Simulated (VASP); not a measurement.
Level of theory: PBEsol GGA, VASP's PBE PAW potentials (set 64) (plane waves; VASP 6.6.1).

A VASP calculation is set up with these files.

**INCAR**
```
SYSTEM = GaCo
PREC = Accurate; ENCUT = 300; LREAL = Auto
LASPH = T
EDIFF = 1E-6; NELM = 100; ALGO = Normal
LMAXMIX = 4
ISMEAR = 1; SIGMA = 0.272
GGA = PS
ISPIN = 2
ISIF = 2
LWAVE = F; LCHARG = F; LORBIT = 11
```

POSCAR:
```
GaCo
1.0
  8.4639600000   0.0000000000   0.0000000000
  0.0000000000   8.4639600000   0.0000000000
  0.0000000000   0.0000000000   2.8213200000
Ga Co
9 9
Cartesian
  1.4106628213   1.4106628213   1.4106600000
  1.4106628213   4.2319800000   1.4106600000
  1.4106628213   7.0532971787   1.4106600000
  4.2319800000   1.4106628213   1.4106600000
  4.2319800000   4.2319800000   1.4106600000
  4.2319800000   7.0532971787   1.4106600000
  7.0532971787   1.4106628213   1.4106600000
  7.0532971787   4.2319800000   1.4106600000
  7.0532971787   7.0532971787   1.4106600000
  0.0000000000   0.0000000000   0.0000000000
  0.0000000000   2.8213171787   0.0000000000
  0.0000000000   5.6426428213   0.0000000000
  2.8213171787   0.0000000000   0.0000000000
  2.8213171787   2.8213171787   0.0000000000
  2.8213171787   5.6426428213   0.0000000000
  5.6426428213   0.0000000000   0.0000000000
  5.6426428213   2.8213171787   0.0000000000
  5.6426428213   5.6426428213   0.0000000000
```

KPOINTS:
```
Automatic mesh
0
Gamma
5 5 15
0 0 0
```

POTCAR, in this order: Ga_d Co (PBE.64 set). Program: vasp_std. The INCAR's line for the spin-polarised start is left out here.

### Question
What will the output report for the number of irreducible k-points (NKPTS), largest plane-wave count, number of space-group operations, FFT grid (NGX, NGY, NGZ)?

### Answer

```json
{
 "number of irreducible k-points (NKPTS)": "48",
 "largest_plane_wave_count": "2412",
 "number_of_space_group_operations": "16",
 "FFT grid (NGX, NGY, NGZ)": "48 × 48 × 16"
}
```

The structure comes from a computed database's GaCo entry; how it stands against other phases isn't given here. The cell was not relaxed at this level. The run is one of a series of settings (LREAL = Auto, another spin-polarised start, KPOINTS 5×5×15 Γ-centred mesh against the base run), some of them coarse on purpose.
